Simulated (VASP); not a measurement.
Computed with PBE GGA, VASP's PBE PAW potentials (set 64) (plane waves; VASP).

Input for VASP

**KPOINTS**
```
Automatic mesh
0
Gamma
19 19 19
0 0 0
```

**POSCAR**
```
Nb
2.8578840
 -0.5773502353   0.5773502353   0.5773502353
  0.5773502353  -0.5773502353   0.5773502353
  0.5773502353   0.5773502353  -0.5773502353
Nb
1
Direct
  0.0000000000   0.0000000000   0.0000000000
```

**INCAR**
```
SYSTEM = Nb
PREC = Accurate
ENCUT = 400
EDIFF = 1E-6
NELM = 100
ALGO = Normal
LREAL = .FALSE.
LASPH = .TRUE.
ISMEAR = 1
SIGMA = 0.1
GGA = PE
LMAXMIX = 4
LWAVE = .FALSE.
LCHARG = .FALSE.
ISIF = 2
```

POTCAR, in this order: Nb_sv (PBE.64 set). Program: vasp_std.

Gaps are read on the run's mesh, which can miss a band edge.

Q: Estimate the energy per atom (σ→0), band gap (on the k-mesh).

A: 
| Property | Result |
|---|---|
| energy per atom (σ→0) | -10.214 eV/atom |
| band gap (on the k-mesh) | none (metal, semimetal or under 0.01 eV) |

**OSZICAR**
```
...
DAV:   6    -0.102555723666E+02    0.38069E+00   -0.75045E-01  6758   0.111E+01    0.262E+00
DAV:   7    -0.102099818506E+02    0.45591E-01   -0.23150E-01  6838   0.603E+00    0.936E-01
DAV:   8    -0.102144520519E+02   -0.44702E-02   -0.10928E-02  5030   0.157E+00    0.619E-02
DAV:   9    -0.102144845215E+02   -0.32470E-04   -0.84701E-04  7462   0.320E-01    0.389E-02
DAV:  10    -0.102144982683E+02   -0.13747E-04   -0.21156E-05  5044   0.680E-02    0.122E-02
DAV:  11    -0.102144905458E+02    0.77225E-05   -0.33710E-06  4938   0.326E-02    0.236E-03
DAV:  12    -0.102144906037E+02   -0.57820E-07   -0.92003E-08  2598   0.481E-03
   1 F= -.10214491E+02 E0= -.10214437E+02  d E =-.161748E-03
```

The compound is Nb in the bcc structure. The cell was not relaxed at this level. The run is one of a series of settings (KPOINTS 19×19×19 Γ-centred mesh against the base run), some of them coarse on purpose.
